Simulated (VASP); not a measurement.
Method: LDA (Ceperley-Alder, Perdew-Zunger), VASP's LDA PAW potentials (set 64) (plane waves; VASP).

VASP ran on this input.

**POSCAR**
```
CsPbBr3
1.0
  5.7455442249   0.0000000000   0.0000000000
  0.0000000000   5.7455442249   0.0000000000
  0.0000000000   0.0000000000   5.7455442249
Cs Pb Br
1 1 3
Cart
  0.0000000000   0.0000000000   0.0000000000
  2.8727721124   2.8727721124   2.8727721124
  2.8727721124   2.8727721124   0.0000000000
  0.0000000000   2.8727721124   2.8727721124
  2.8727721124   0.0000000000   2.8727721124
```

**INCAR**
```
SYSTEM  =  CsPbBr3
PREC  =  Accurate; ENCUT  =  400; LREAL  =  F
LASPH  =  T
EDIFF  =  1E-6; NELM  =  100; ALGO  =  Normal
LMAXMIX  =  4
ISMEAR  =  0; SIGMA  =  0.05
IBRION  =  2; NSW  =  60; ISIF  =  3
EDIFFG  =  -0.02
LWAVE  =  F; LCHARG  =  F
```

### KPOINTS
```
Regular mesh
0
Gamma
4 4 4
```

POTCAR, in this order: Cs_sv Pb_d Br (LDA.64 set). Program: vasp_std.

Unless said otherwise, spin-orbit coupling is left out, though it shifts the bands of the heavy elements here.

Q: Predict the energy per atom (σ→0), volume per atom, band gap (on the k-mesh).

A: 
| Quantity | Value |
|---|---|
| energy per atom (σ→0) | -3.560 eV/atom |
| band gap (on the k-mesh) | 1.15 eV |
| volume per atom | 38.60 Å³/atom |

**OSZICAR**
```
...
DAV:   1    -0.179036382296E+02   -0.10794E+00   -0.27846E+00   700   0.186E+01    0.163E+00
DAV:   2    -0.178173974677E+02    0.86241E-01   -0.17873E-01   696   0.448E+00    0.598E-01
DAV:   3    -0.178017396840E+02    0.15658E-01   -0.63294E-02   656   0.254E+00    0.198E-01
DAV:   4    -0.178015628693E+02    0.17681E-03   -0.13333E-03   682   0.238E-01    0.151E-01
DAV:   5    -0.178014385173E+02    0.12435E-03   -0.36040E-04   648   0.189E-01    0.200E-02
DAV:   6    -0.178014371184E+02    0.13989E-05   -0.38029E-05   708   0.668E-02    0.525E-03
DAV:   7    -0.178014366253E+02    0.49312E-06   -0.22520E-06   440   0.113E-02
   2 F= -.17801437E+02 E0= -.17801437E+02  d E =-.574302E-02
```

The structure comes from a computed database's CsPbBr3 entry (Pm-3m); how it stands against other phases isn't given here. This run relaxes it. Symmetry was kept, so distortions that lower it aren't found. The start is the result of an earlier pass.
